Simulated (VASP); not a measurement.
# MnAl15N16 (a cell with a defect) in VASP: single point with PBEsol

Aim: the single point of MnAl15N16 (a cell with a defect) with PBEsol.

Everything below comes from runs of VASP 6.6.1. Logs are shortened: lines on timing, memory, paths and dates and some standing lists are left out, and cuts for length are marked.

### 1 The structure

The cell holds a defect, 32 atoms: a = 6.220 Å, b = 6.220 Å, c = 9.960 Å, α = 90.00°, β = 90.00°, γ = 120.00°.

### 2 Single point, PBEsol, collinear spin, ferromagnetic start

Contents of INCAR:

```
PREC     = Accurate       # precision mode
ENCUT    = 450            # plane-wave cutoff, eV
EDIFF    = 1E-5           # SCF threshold, eV
ISMEAR   = 0              # smearing method
SIGMA    = 0.03           # smearing width, eV
LREAL    = Auto         
LASPH    = T              # aspherical terms in the spheres
NELM     = 120            # most SCF steps
ALGO     = Normal         # electronic algorithm
ISIF     = 2              # what is computed and relaxed
LWAVE    = F              # write WAVECAR
LCHARG   = F              # write CHGCAR
ISPIN    = 2              # spin polarisation
MAGMOM   = 2 0 0 0 0 0 0 0 0 0 0 0 0 0 0 0 0 0 0 0 0 0 0 0 0 0 0 0 0 0 0 0 # initial moments
LORBIT   = 11             # projections on sites
NUPDOWN  = 2              # fixed moment
LMAXMIX  = 4              # l up to which the mixer works
GGA      = PS             # functional
ISYM     = 0            
KPAR     = 4
```

Contents of KPOINTS:

```
Automatic mesh
0
Gamma
  3 3 2
```

Contents of POSCAR:

```
MnAl15N16                               
1.0
    6.2200008610      0.0000000000      0.0000000000
   -3.1100004305      5.3866787572      0.0000000000
    0.0000000000      0.0000000000      9.9600000000
  Mn              Al              N             
     1    15    16
Direct
     0.3291007434162024    0.1634146868909445    0.9993311415618110
     0.3297170829665358    0.1637300893325153    0.4983250657271624
     0.3366418222391168    0.6672436789468914    0.0012051281701461
     0.3322166548737958    0.6647047282240751    0.4994209354017515
     0.8322887578293301    0.1654911965877650    0.0000923404282085
     0.8306503987920236    0.1639013922777497    0.4995303456655719
     0.8324746689179037    0.6652712355060969    0.9999961820207738
     0.8308327290806922    0.6642845223764793    0.4996975746671717
     0.1614401973115512    0.3309690813598361    0.2505544067722493
     0.1660618570668349    0.3337233559108179    0.7484181741864173
     0.1616569717096481    0.8271784827811363    0.2510056382361907
     0.1668695592388904    0.8317305062476035    0.7477834336423521
     0.6623466948325636    0.3295402414157032    0.2501730864015521
     0.6660987169514816    0.3321984304050197    0.7475674701909344
     0.6646511213472902    0.8309728824198505    0.2498251842072952
     0.6667425655352660    0.8327664592168751    0.7494684401436870
     0.3250209526121361    0.1603411424586945    0.1970613877924428
     0.3316250161644121    0.1652734894116260    0.6896737379943426
     0.3313326751136546    0.6641144388212622    0.1913565369484706
     0.3346102584006990    0.6665444619530059    0.6895406639753519
     0.8292839563929321    0.1642094144874053    0.1906316192929818
     0.8324485156196560    0.1648422845971978    0.6896341217539022
     0.8293752262536036    0.6622489557564463    0.1905082814182531
     0.8328846801949217    0.6661790349955854    0.6900745875319384
     0.1634853034991691    0.3317879234218789    0.4410588532525065
     0.1614278007268200    0.3412990489165733    0.9385824318947381
     0.1635222362932447    0.8291696020389778    0.4414036897872099
     0.1659026180469797    0.8242628047830733    0.9397075318478696
     0.6638387927677033    0.3307847162488979    0.4409355266348064
     0.6743200602518357    0.3358807153359836    0.9362533949228458
     0.6650734378325681    0.8310827860028781    0.4400693869691518
     0.6681769277205430    0.8330072108711570    0.9404717005599278
```

Potentials or basis: VASP PAW PBE potentials, release 64 (Mn_pv, Al, N).

On the command line:

```sh
cat potpaw_PBE.64/Mn_pv/POTCAR potpaw_PBE.64/Al/POTCAR potpaw_PBE.64/N/POTCAR > POTCAR
mpirun -np 4 vasp_std > vasp.out
```

OUTCAR:

```text
PREC = Accurate
   ENCUT = 450
   EDIFF = 1E-5
   ISMEAR = 0
   LREAL = Auto
   LASPH = T
   NELM = 120
   ISIF = 2
   ISPIN = 2
   LORBIT = 11
   NUPDOWN = 2
   GGA = PS
   ISYM = 0

 ion  position               nearest neighbor table
   1  0.329  0.163  0.999-  28 1.92  26 1.96  30 1.96  17 1.97  13 3.08  12 3.08  10 3.08   9 3.09
                            11 3.09   7 3.09  14 3.10   5 3.10   3 3.11   3 3.11   5 3.12   7 3.13
   2  0.330  0.164  0.498-  29 1.89  25 1.89  27 1.89  18 1.91  13 3.05  11 3.06   9 3.06  12 3.06
                            10 3.07  14 3.07   6 3.10   8 3.10   4 3.11   4 3.11   8 3.12   6 3.12
   3  0.337  0.667  0.001-  26 1.86  28 1.87  32 1.89  19 1.89  15 3.04  11 3.07  16 3.07   9 3.07
                             7 3.09   5 3.09  10 3.09  12 3.10   1 3.11   1 3.11   5 3.13   7 3.13
   4  0.332  0.665  0.499-  25 1.89  27 1.89  31 1.89  20 1.89  12 3.05  10 3.05  11 3.06   9 3.06
                            15 3.06  16 3.07   6 3.10   8 3.10   2 3.11   2 3.11   8 3.12   6 3.12
   5  0.832  0.165  0.000-  26 1.88  30 1.88  32 1.89  21 1.90   9 3.06  15 3.07  13 3.07  16 3.07
                            10 3.08  14 3.09   3 3.09   1 3.10   7 3.11   7 3.11   1 3.12   3 3.13
   6  0.831  0.164  0.500-  25 1.89  31 1.89  29 1.89  22 1.89  14 3.05   9 3.05  16 3.06  15 3.07
                            13 3.07  10 3.07   4 3.10   2 3.10   8 3.11   8 3.11   2 3.12   4 3.12
   7  0.832  0.665  1.000-  32 1.88  30 1.88  28 1.89  23 1.90  11 3.07  15 3.07  16 3.07  13 3.08
                            14 3.09   3 3.09  12 3.09   1 3.09   5 3.11   5 3.11   1 3.13   3 3.13
   8  0.831  0.664  0.500-  27 1.88  31 1.89  29 1.89  24 1.90  14 3.05  11 3.05  12 3.06  16 3.07
                            15 3.07  13 3.07   4 3.10   2 3.10   6 3.11   6 3.11   2 3.12   4 3.12
   9  0.161  0.331  0.251-  17 1.88  21 1.89  19 1.89  25 1.90   6 3.05   2 3.06   5 3.06   4 3.06
[... 17 lines left out ...]
  19  0.331  0.664  0.191-  15 1.89  11 1.89   9 1.89   3 1.89
  20  0.335  0.667  0.690-  12 1.88  16 1.89  10 1.89   4 1.89
  21  0.829  0.164  0.191-  13 1.89   9 1.89  15 1.89   5 1.90
  22  0.832  0.165  0.690-  16 1.89  14 1.89  10 1.89   6 1.89
[... 8 lines left out ...]
  31  0.665  0.831  0.440-   8 1.89   4 1.89   6 1.89  15 1.89
  32  0.668  0.833  0.940-   7 1.88   3 1.89   5 1.89  16 1.90

IMPORTANT INFORMATION: All symmetrisations will be switched off!
NOSYMM: (Re-)initialisation of all symmetry stuff for point group C_1.

----------------------------------------------------------------------------------------

                                     Primitive cell

  volume of cell :     333.7113

  direct lattice vectors                    reciprocal lattice vectors
     6.220000861  0.000000000  0.000000000     0.160771682  0.092821574  0.000000000
    -3.110000430  5.386678757  0.000000000     0.000000000  0.185643148  0.000000000
     0.000000000  0.000000000  9.960000000     0.000000000  0.000000000  0.100401606

  length of vectors
     6.220000861  6.220000861  9.960000000     0.185643148  0.185643148  0.100401606

  position of ions in fractional coordinates (direct lattice)
     0.329100743  0.163414687  0.999331142
     0.329717083  0.163730089  0.498325066
     0.336641822  0.667243679  0.001205128
     0.332216655  0.664704728  0.499420935
     0.832288758  0.165491197  0.000092340
     0.830650399  0.163901392  0.499530346
[... 24 lines left out ...]
     0.665073438  0.831082786  0.440069387
     0.668176928  0.833007211  0.940471701

  ion indices of the primitive-cell ions
   primitive index   ion index
                 1           1
                 2           2
                 3           3
                 4           4
                 5           5
                 6           6
[... 24 lines left out ...]
                31          31
                32          32

----------------------------------------------------------------------------------------

 KPOINTS: Automatic mesh

Automatic generation of k-mesh.
 Grid dimensions read from file:
 generate k-points for:    3    3    2

 Generating k-lattice:

  Cartesian coordinates                     Fractional coordinates (reciprocal lattice)
     0.053590561  0.030940525  0.000000000     0.333333333 -0.000000000  0.000000000
     0.000000000  0.061881049  0.000000000     0.000000000  0.333333333  0.000000000
     0.000000000  0.000000000  0.050200803     0.000000000  0.000000000  0.500000000

  Length of vectors
     0.061881049  0.061881049  0.050200803

  Shift w.r.t. Gamma in fractional coordinates (k-lattice)
[... 34 lines left out ...]
   LASPH  =      T    aspherical Exc in radial PAW
   ENCUT  =  450.0 eV  33.07 Ry    5.75 a.u.  10.76 10.76 17.23*2*pi/ulx,y,z
   NELM   =    120;   NELMIN=  2; NELMDL= -5     # of ELM steps
   EDIFF  = 0.1E-04   stopping-criterion for ELM
   LREAL  =      T    real-space projection
   EDIFFG = 0.1E-03   stopping-criterion for IOM
   NSW    =      0    number of steps for IOM
   IBRION =     -1    ionic relax: 0-MD 1-quasi-New 2-CG
   NFREE  =      0    steps in history (QN), initial steepest desc. (CG)
   ISIF   =      2    stress and relaxation
   ISYM   =      0    0-nonsym 1-usesym 2-fastsym
   POTIM  = 0.5000    time-step for ionic-motion
   TEBEG  =    0.0;   TEEND  =   0.0 temperature during run
   PSTRESS=    0.0 pullay stress
   NELECT =     138.0000    total number of electrons
   NUPDOWN=       2.0000    fix difference up-down
   EMIN   =  10.00;   EMAX   =-10.00  energy-range for DOS
   EFERMI =   0.00;   METHOD = LEGACY
   ISMEAR =     0;   SIGMA  =   0.03  broadening in eV -4-tet -1-fermi 0-gaus
   EFERMI_NEDOS =   21; number of points for ismear=-14 and -15
   IALGO  =     38    algorithm
   IMIX   =      4    mixing-type and parameters
     AMIX     =   0.40;   BMIX     =  1.00
     AMIX_MAG =   1.60;   BMIX_MAG =  1.00
  volume/ion in A,a.u.               =      10.43        70.37
  Fermi-wavevector in a.u.,A,eV,Ry     =   1.219675  2.304852 20.240134  1.487608
  Thomas-Fermi vector in A             =   2.354919
   LORBIT       =     11    0 simple, 1 ext, 2 COOP (PROOUT), +10 PAW based schemes
   GGA     = PS    functional components
   LHFCALC =     F    Hartree Fock is set to
   AEXX    =    0.0000 exact exchange contribution
   IVDW    =     0    specifies the selected vdW correction
   LEPSILON=     F    determine dielectric tensor
   LRPA    =     F    only Hartree local field effects (RPA)
 spin polarized calculation
 Gauss-broadening in eV      SIGMA  =   0.03
  energy-cutoff  :      450.00
  volume of cell :      333.71
 maximum number of plane-waves:      7283
 NGX is ok and might be reduce to    48
   NGX = 21   NGY = 21   NGZ = 35

 number of electron     137.9999996 magnetization       2.0000001

 Free energy of the ion-electron system (eV)
  ---------------------------------------------------
  ext. energy  EPLUGINS =         0.00000000
  ---------------------------------------------------
  free energy    TOTEN  =      -251.45126247 eV

  energy without entropy =     -251.44938552  energy(sigma->0) =     -251.45032400

 E-fermi :   8.8160     XC(G=0): -11.1922

 val. band max:        8.7697981746   @ k =   0.0000   0.3333   0.0000
 cond. band min:       8.2164780478   @ k =   0.3333   0.3333   0.0000
 fundamental gap:     -0.5533201268
 Fermi energy:         8.2064178165

 spin component 1

 k-point     1 :       0.0000    0.0000    0.0000
  band No.  band energies     occupation
      1     -41.3211      1.00000
      2     -40.9104      1.00000
      3     -40.6204      1.00000
      4      -9.1343      1.00000
      5      -8.2669      1.00000
      6      -8.1993      1.00000
[... 829 lines left out ...]
     80      12.7423      0.00000
     81      13.1721      0.00000
 Fermi energy:         8.8159504815

 spin component 2

 k-point     1 :       0.0000    0.0000    0.0000
  band No.  band energies     occupation
      1     -39.2317      1.00000
      2     -38.9282      1.00000
      3     -38.8209      1.00000
      4      -9.1284      1.00000
      5      -8.2642      1.00000
      6      -8.1873      1.00000
[... 829 lines left out ...]
     80      12.7958      0.00000
     81      13.1785      0.00000
 [bands above 81 left out]

------------------------ aborting loop because EDIFF is reached ----------------------------------------

  FORCE on cell =-STRESS in cart. coord.  units (eV):
  Direction    XX          YY          ZZ          XY          YZ          ZX
  --------------------------------------------------------------------------------------
  -------------------------------------------------------------------------------------
  Total        0.7252430      1.2794999     -0.0940259     -0.4767503     -0.1510255     -0.1316744
  in kB        3.4819559      6.1429924     -0.4514265     -2.2889202     -0.7250869     -0.6321807
  external PRESSURE =       3.0578406 kB  Pullay stress =       0.0000000 kB

 VOLUME and BASIS-vectors are now :
 -----------------------------------------------------------------------------
  energy-cutoff  :      450.00
  volume of cell :      333.71
      direct lattice vectors                 reciprocal lattice vectors
     6.220000861  0.000000000  0.000000000     0.160771682  0.092821574  0.000000000
    -3.110000430  5.386678757  0.000000000     0.000000000  0.185643148  0.000000000
     0.000000000  0.000000000  9.960000000     0.000000000  0.000000000  0.100401606

 POSITION                                       TOTAL-FORCE (eV/Angst)
 -----------------------------------------------------------------------------------
      1.53879      0.88026      9.95334         0.135576      0.161392     -0.251793
      1.54164      0.88196      4.96332         0.010507      0.024638      0.041142
      0.01878      3.59423      0.01200         0.048719      0.029621      0.130161
     -0.00084      3.58055      4.97423         0.021191      0.006404     -0.027853
      4.66216      0.89145      0.00092        -0.038759     -0.026450      0.082370
      4.65691      0.88288      4.97532        -0.011229      0.003370     -0.020837
[... 24 lines left out ...]
      1.55209      4.47678      4.38309        -0.003890      0.007263      0.042275
      1.56541      4.48714      9.36710         0.007668      0.006339     -0.038458
 -----------------------------------------------------------------------------------
    total drift:                               -0.005321     -0.002633      0.046700

  FREE ENERGIE OF THE ION-ELECTRON SYSTEM (eV)
  ---------------------------------------------------
  free  energy   TOTEN  =      -251.4512624688 eV

  energy  without entropy=     -251.4493855246  energy(sigma->0) =     -251.45032400

 total charge

# of ion       s       p       d       tot
------------------------------------------
    1        0.350   6.334   5.121  11.806
    2        0.369   0.442   0.000   0.811
    3        0.372   0.453   0.000   0.825
    4        0.370   0.447   0.000   0.817
    5        0.370   0.447   0.000   0.817
    6        0.370   0.446   0.000   0.816
[... 24 lines left out ...]
   31        1.223   2.618   0.000   3.841
   32        1.223   2.617   0.000   3.840
--------------------------------------------------
tot         25.519  54.662   5.121  85.302

 magnetization (x)

# of ion       s       p       d       tot
------------------------------------------
    1        0.012   0.020   1.807   1.839
    2        0.000   0.000   0.000   0.000
    3        0.003   0.005   0.000   0.007
    4        0.000   0.000   0.000   0.000
    5        0.003   0.004   0.000   0.007
    6        0.000   0.000   0.000   0.000
[... 24 lines left out ...]
   31        0.000   0.000   0.000   0.001
   32        0.000   0.002   0.000   0.002
--------------------------------------------------
tot          0.030  -0.004   1.807   1.833
```

Run time: 19 min. Hardware: 4 MPI ranks of Intel Xeon 6975P-C (Granite Rapids), shared host; peak memory 0.74 GiB.

Results:

```
Free energy                                           : -251.4513 eV
Largest force                                         : 0.861 eV/Å
Net moment                                            : 2.00 μB per cell
Site moments                                          : Mn +1.84; Al +0.00, +0.01; N -0.03, -0.00, +0.00, -0.01 μB
Valence electrons inside the program's atomic spheres : Mn 11.81; Al 0.81, 0.82; N 3.79, 3.83, 3.84, 3.80
```

Forces in eV/Å, atoms in the order of the input:
```
Mn   0.136  0.161 -0.252
Al   0.011  0.025  0.041
Al   0.049  0.030  0.130
Al   0.021  0.006 -0.028
Al  -0.039 -0.026  0.082
Al  -0.011  0.003 -0.021
Al   0.050 -0.028  0.051
Al  -0.027 -0.017 -0.013
Al  -0.018  0.058 -0.166
Al  -0.036 -0.036 -0.027
Al   0.040 -0.093 -0.148
Al  -0.024 -0.017  0.107
Al   0.004  0.003 -0.128
Al   0.017 -0.019 -0.084
Al  -0.018 -0.021 -0.044
Al   0.017  0.000  0.051
N    0.169  0.199 -0.693
N    0.004  0.025  0.113
N   -0.016 -0.034  0.065
N   -0.015 -0.005 -0.002
N    0.012  0.004  0.028
N   -0.006  0.011 -0.013
N   -0.001 -0.006  0.058
N    0.008 -0.013 -0.013
N    0.036 -0.042  0.015
N    0.611 -0.535  0.206
N   -0.011  0.069 -0.012
N   -0.349  0.517  0.095
N   -0.016 -0.013  0.020
N   -0.601 -0.219  0.577
N   -0.004  0.007  0.042
N    0.008  0.006 -0.038
```

Caveat: the k mesh is coarse (spacing up to 0.39 Å⁻¹), so the values aren't converged; the cutoff is under 1.25 times the usual one of these potentials, so pressure, stress and relaxed cells hold a basis-set (Pulay) error; the PAW data sets were made with another functional, which shifts forces and pressure a little; the total moment is fixed, so each spin has its own Fermi level; only a ferromagnetic start was run, and an antiferromagnetic order may lie lower in energy.
